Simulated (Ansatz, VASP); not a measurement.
# One calculation of LuHg, two programs

```
Lu Hg
1.0
     3.54522    0.00000    0.00000
     0.00000    3.54522    0.00000
     0.00000    0.00000    3.54522
Lu Hg
1 1
Direct
  0.50000 0.50000 0.50000
  0.00000 0.00000 0.00000
```

Alike in both runs: functional LDA; k mesh 9 × 9 × 9; occupations fermi-dirac, width 0.05 eV; no spin polarisation.

Ansatz relaxed the structure, and its values are those at the end. VASP's run is a single point on that final structure, the one shown.

|  | VASP | Ansatz |
| --- | --- | --- |
| version | VASP 6.6.1 | Ansatz 0.2.0 |
| potentials or method | VASP PAW PBE potentials, release 64 (Lu, Hg), cutoff 520 eV | all-electron LAPW, scalar-relativistic |

```tsv
	VASP	Ansatz	Ansatz less VASP
pressure (GPa)	0.6	0.0	-0.64
```

Ansatz ran all-electron here, so the differences hold the error of VASP's frozen core and of both bases.

Caveats: the PAW data sets were made with another functional, which shifts forces and pressure a little (VASP). The runs have no spin-orbit coupling, so splittings on Hg, Lu are missing.
